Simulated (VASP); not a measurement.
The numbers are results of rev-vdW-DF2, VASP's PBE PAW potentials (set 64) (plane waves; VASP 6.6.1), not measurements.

The input files of a VASP run:

### KPOINTS
```
Automatic mesh
0
Gamma
9 9 9
0 0 0
```

**INCAR**
```
LREAL = .FALSE.
PREC = Accurate
LMAXMIX = 4   # l cut-off of mixed one-centre charges
NELM = 100
NSW = 60   # most ionic steps
LASPH = .TRUE.   # aspherical one-centre terms
ZAB_VDW = -1.8867
AGGAC = 0.0
PARAM2 = 0.7114
PARAM1 = 0.1234568
LWAVE = .FALSE.
EDIFF = 1E-6   # SCF stop (eV)
EDIFFG = -0.01
GGA = MK
ALGO = Normal
SIGMA = 0.1   # width (eV)
LUSE_VDW = .TRUE.
ISIF = 3
ENCUT = 520
LCHARG = .FALSE.
ISMEAR = 1   # Methfessel-Paxton
SYSTEM = GaSb
IBRION = 2   # conjugate gradients
```

File POSCAR:
```
GaSb
1
   -0.0000000000     3.0883732542     3.0883732542
    3.0883732542     0.0000000000     3.0883732542
    3.0883732542     3.0883732542     0.0000000000
Ga Sb
1 1
Direct
  0.0000000000   0.0000000000   0.0000000000
  0.2500000000   0.2500000000   0.2500000000
```

POTCAR, in this order: Ga_d Sb (PBE.64 set). Program: vasp_std.

Unless said otherwise, spin-orbit coupling is left out, though it shifts the bands of the heavy elements here.

**Question.** Estimate the energy per atom (σ→0), band gap (on the k-mesh).

**Answer.** 
```
Quantity                                                    Result
------------------------  ----------------------------------------
energy per atom (σ→0)                               -1307 meV/atom
band gap (on the k-mesh)  none (metal, semimetal or under 0.01 eV)
```

OSZICAR:
```
...
DAV:   6    -0.263163327549E+01    0.50105E-01   -0.68680E-02  1195   0.443E+00    0.169E+00
DAV:   7    -0.261336044598E+01    0.18273E-01   -0.50536E-02  1073   0.196E+00    0.296E-01
DAV:   8    -0.261353314494E+01   -0.17270E-03   -0.42174E-03  1117   0.924E-01    0.762E-02
DAV:   9    -0.261372774373E+01   -0.19460E-03   -0.42941E-04   963   0.224E-01    0.275E-02
DAV:  10    -0.261374355050E+01   -0.15807E-04   -0.26431E-05  1086   0.411E-02    0.789E-03
DAV:  11    -0.261374989495E+01   -0.63445E-05   -0.74560E-06   940   0.271E-02    0.467E-03
DAV:  12    -0.261375014551E+01   -0.25056E-06   -0.36390E-07   720   0.613E-03
   1 F= -.26137501E+01 E0= -.26137379E+01  d E =-.261375E+01
```

The compound is GaSb in the zinc blende structure. It was relaxed first. The start is the result of an earlier pass.
